**Q:** I want the pressure of this Ge₃Pd crystal to within 0.1 GPa. Between 4 and 5 mesh divisions along each axis it changed by less than that. May I stop at 5?

**A:** Look at what the next mesh does.

VASP 6.6.1 calculations for cubic Ge₃Pd (Pm-3m, 4 atoms, a = 4.142 Å) with PBE and PAW potentials (Pd, Ge_d), no spin polarisation, a 520 eV cutoff and Gaussian smearing of 0.02 eV. The sweep value is the k-point mesh, with the cell held fixed. Energies are extrapolated to zero smearing and counted from the 11,11,11 mesh; gaps are those found on each mesh.

```csv
sweep value,energy less tightest (meV/atom),pressure (GPa),gap (eV),force miss (eV/Å)
"2,2,2",617.6,2.490,0.000,0.000
"3,3,3",-14.4,1.059,0.000,0.000
"4,4,4",30.7,-0.195,0.000,0.000
"5,5,5",-6.7,-0.271,0.000,0.000
"6,6,6",7.4,0.536,0.000,0.000
"7,7,7",1.3,-0.073,0.000,0.000
"9,9,9",0.2,0.157,0.000,0.000
"11,11,11",0.0,0.036,0.000,0.000
```

The pressure goes from −0.195 to −0.271 GPa, which looks settled, and then jumps to 0.536 GPa with 6 divisions. The cell is the same in every row, so the crystal hasn't changed; only the points at which its electron states are sampled have. Two neighbouring meshes agreed while both were wrong.

**Q:** Then I'll judge by the energy. With 9 divisions it is within 0.2 meV/atom of the finest mesh.

**A:** That settles the energy for most purposes, but not the pressure. (The energy followed here is the one extrapolated to zero smearing, though with so narrow a smearing that choice shouldn't alter the trend.) With 9 divisions the pressure still differs from the finest mesh by 0.12 GPa, more than you allow. The force column is no help either: it is zero even with 2 divisions, where the energy is off by 618 meV/atom. Symmetry holds every atom in place in this crystal, so the forces vanish on any mesh, good or bad.

**Q:** Why should a finer mesh ever give a worse pressure?

**A:** Start from the easy limit, a crystal whose bands are either full or empty. The quantity summed over the electron states then varies smoothly through $k$-space, and a modest mesh averages it very well. A metal is the opposite limit: occupation stops abruptly at the Fermi surface. A mesh catches that edge with a few points, some just inside and some just outside. Changing the number of divisions moves points across the edge, so the error can change sign or grow before it finally dies away.

**Q:** Can that be put into a formula?

**A:** Write the summed quantity as a set of waves in $k$-space, each belonging to a lattice distance $R$. With $n$ divisions and cell edge $a$, the mesh averages most waves to zero, as it should. It fails for waves that complete whole periods between neighbouring points, and the shortest of these has $R = na$. The error is therefore about as large as the waves at that distance:

$$\delta_n \sim \frac{\cos(q\,na+\varphi)}{n^{p}}$$

Here $q$ is half the width of the Fermi surface along a mesh axis, $\varphi$ a phase, and $p$ tells how sharp the edge is. The cosine is what allows the sign to change. A real Fermi surface contributes several such terms, so the formula gives the form of the error and is not a fit to this table.

**Q:** And why does the pressure suffer more than the energy?

**A:** Because its edge is expected to be sharper. For the energy, what counts is each state's energy measured from the Fermi level, and that falls to zero just where occupation stops. The summed function has a kink there but no jump. The pressure asks how those energies shift with volume. The number of electrons is fixed, so the Fermi level shifts too, and what counts is each state's shift measured from that of the Fermi level. If all states on the Fermi surface shifted alike, as for free electrons, this would also vanish at the edge, and pressure and energy would converge with the same power. In a real compound the shift is expected to differ from one part of the Fermi surface to another, and then the function jumps. In three dimensions a jump on a curved surface gives $p=2$ and a kink gives $p=3$.

**Q:** Do the numbers follow these powers?

**A:** The pressure does, within wide error bars; the energy doesn't follow as well. Straight lines through the logarithms of the misses for 2 to 9 divisions, all taken relative to 11, give a power of 2.0 ± 0.4 for the pressure and 4.6 ± 0.7 for the energy. Leaving out the coarsest mesh, where a law for fine meshes has no claim to hold, lowers the energy's power only to about 4, and that of the pressure to about 1.7. So the table points to a slower convergence of the pressure, but with so few scattered points, and a reference mesh that has its own error, the exact powers rest on theory. The very small energy miss with 9 divisions may only mean that the errors with 9 and 11 divisions happen to be alike, but that is a guess. The output below gives the misses and both fits.

**Q:** Is the finest mesh good enough for my 0.1 GPa, then?

**A:** You can estimate it, if you take the power 2 from theory. Multiply each pressure miss by $n^2$, and the typical size over 2 to 9 divisions is about 10 GPa. With 11 divisions the expected error is then

$$\frac{10\ \text{GPa}}{11^2} \approx 0.08\ \text{GPa}.$$

That is barely inside your bound, and a somewhat smaller power would use up the margin. Single meshes also range from about a third of the typical size to nearly twice it. The finest mesh meets the bound in the table only because it is compared with itself. The estimate also covers the mesh alone. The cutoff stayed at 520 eV throughout, so its own error in the pressure is untested, and you would have to raise the cutoff as well before trusting the pressure to 0.1 GPa.

**Q:** Does an error of that size matter in practice?

**A:** It depends on what you do with the pressure. If the bulk modulus is roughly 100 GPa, an error of 0.12 GPa shifts the predicted volume by about 0.1 %, which is harmless for most lattice constants. It is not harmless if you want a small residual stress, because the error may be as large as the answer.

**Q:** How would I have spotted the trap at 5 divisions?

**A:** By asking for several small steps in a row, in the quantity you actually need. The pressure step into 5 divisions is below 0.1 GPa, but every later step is above it, including the last. In a metal, a single small step may only mean that two oscillating errors happened to be alike.

Printed output of the fit:

```
Misses against mesh 11:
       row  energy miss meV/atom  pressure miss GPa  pressure miss times volume meV/atom
     2,2,2                 617.6              2.454                                272.2
     3,3,3                 -14.4              1.023                                113.5
     4,4,4                  30.7             -0.231                               -25.62
     5,5,5                  -6.7             -0.307                               -34.05
     6,6,6                   7.4                0.5                                55.46
     7,7,7                   1.3             -0.109                               -12.09
     9,9,9                   0.2              0.121                                13.42
  11,11,11                     0                  0                                    0
Steps from the mesh before and scaled misses:
       row  energy step meV/atom  pressure step GPa  energy miss times n^3 eV/atom  pressure miss times n^2 GPa
     2,2,2                   n/a                n/a                          4.941                        9.816
     3,3,3                  -632             -1.431                         0.3888                        9.207
     4,4,4                  45.1             -1.254                          1.965                        3.696
     5,5,5                 -37.4             -0.076                         0.8375                        7.675
     6,6,6                  14.1              0.807                          1.598                           18
     7,7,7                  -6.1             -0.609                         0.4459                        5.341
     9,9,9                  -1.1               0.23                         0.1458                        9.801
  11,11,11                  -0.2             -0.121                              0                            0
Power of n in the pressure miss, meshes 2 to 9: -1.965
Standard error of that power: 0.4354
Power of n in the energy miss, meshes 2 to 9: -4.585
Standard error of that power: 0.7343
Power of n in the pressure miss, meshes 3 to 9: -1.698
Power of n in the energy miss, meshes 3 to 9: -4.049
Typical pressure error expected at mesh 11 from the n^-2 law, GPa: 0.08278
Pressure miss times volume over energy miss, mesh 5: 5.082
Pressure miss times volume over energy miss, mesh 9: 67.1
Volume shift from the mesh 9 pressure miss, percent, for an assumed 100 GPa bulk modulus: 0.121
Damping of the mesh 9 error by 0.02 eV smearing, percent, rough: 0.5543
Smearing width that would damp the mesh 9 error by a factor e, eV, rough: 0.2683
```
